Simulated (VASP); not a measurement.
Given:

GaN has the hexagonal space group P6₃mc (No. 186), the wurtzite structure, Pearson symbol hP4. Cell: a = 3.2192 Å, b = 3.2192 Å, c = 5.2415 Å, α = 90.00°, β = 90.00°, γ = 120.00°. Ga on 2b sees 4 N at 1.967–1.976 Å (tetrahedral). N on 2b sees 4 Ga at 1.967–1.976 Å (tetrahedral). (Neighbours: up to the widest gap in distance over summed covalent radii, below 1.35, at either atom; cation-cation and far metal-metal contacts left out.)

These are PBE GGA, VASP's PBE PAW potentials (set 64) (plane waves; VASP) values and carry that method's errors. Settings: 600 eV cut-off, 10×10×6 Γ-centred mesh, Gaussian smearing of 0.050 eV, potentials Ga_d N.

Each relaxation starts from this cell; other phases were not tried.

Task: The cell is relaxed at 1 GPa. What happens?

Result: The volume per atom goes from 11.76 to 11.69 Å³ (-0.6 %), and the cell becomes a = 3.2121 Å, b = 3.2121 Å, c = 5.2315 Å, α = 90.00°, β = 90.00°, γ = 120.00°, space group P6_3mc.

Task: The cell is relaxed at 2 GPa. What happens?

Result: The volume per atom goes from 11.76 to 11.62 Å³ (-1.2 %), and the cell becomes a = b = 3.206 Å, c = 5.222 Å, α = β = 90.00°, γ = 120.00°, space group P6_3mc.

Failed runs are left out, and for metals the shear rows, which the mesh's noise covers.

The compound is GaN in the wurtzite structure.
